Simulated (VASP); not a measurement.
VASP ran on this input.

KPOINTS:
```
Regular mesh
0
gamma
15 15 15
```

INCAR:
```
NELM=100   ! most electronic steps
LUSE_VDW=.True.
SYSTEM=Al
ENCUT=520   ! plane-wave cut-off (eV)
SIGMA=0.1
ZAB_VDW=-1.8867
GGA=ML
AGGAC=0.0
ISMEAR=1   ! Methfessel-Paxton
PREC=Accurate
LWAVE=.False.
LREAL=.False.   ! projection in real space or not
EDIFF=1E-7
LASPH=.True.
ALGO=Normal   ! blocked Davidson
ISIF=2
LCHARG=.False.
```

**POSCAR**
```
Al
1
    0.0000000000     2.0810268008     2.0810268008
    2.0810268008     0.0000000000     2.0810268008
    2.0810268008     2.0810268008     0.0000000000
Al
1
Direct
  0.0000000000   0.0000000000   0.0000000000
```

POTCAR, in this order: Al (PBE.64 set). Program: vasp_std.

### Question
Translate this vdW-DF2 calculation to Quantum ESPRESSO's pw.x.

### Answer
One equivalent input (not run):
```
&CONTROL
  calculation = 'scf'
  pseudo_dir = './pseudo'
  outdir = './out'
  tprnfor = .true.
  tstress = .true.
/
&SYSTEM
  ibrav = 0
  nat = 1
  ntyp = 1
  ecutwfc = 40
  occupations = 'smearing'
  smearing = 'methfessel-paxton'
  degauss = 0.00735
  input_dft = 'vdw-df2'
/
&ELECTRONS
  conv_thr = 7.3e-09
  electron_maxstep = 100
/
ATOMIC_SPECIES
  Al 26.982 Al.upf
CELL_PARAMETERS angstrom
     0.0000000    2.0810268    2.0810268
     2.0810268    0.0000000    2.0810268
     2.0810268    2.0810268    0.0000000
ATOMIC_POSITIONS crystal
  Al   0.0000000  0.0000000  0.0000000
K_POINTS automatic
  15 15 15 0 0 0
```
What does not carry over: the potentials are each code's own (VASP's PAW set, PseudoDojo norm-conserving files in pw.x), so ENCUT and ecutwfc are chosen apart and not converted; conv_thr bounds pw.x's estimated SCF error, while EDIFF bounds the energy change between steps.

The compound is Al in the fcc structure. This cell is one point of a volume scan, at 1.06 of the reference volume.
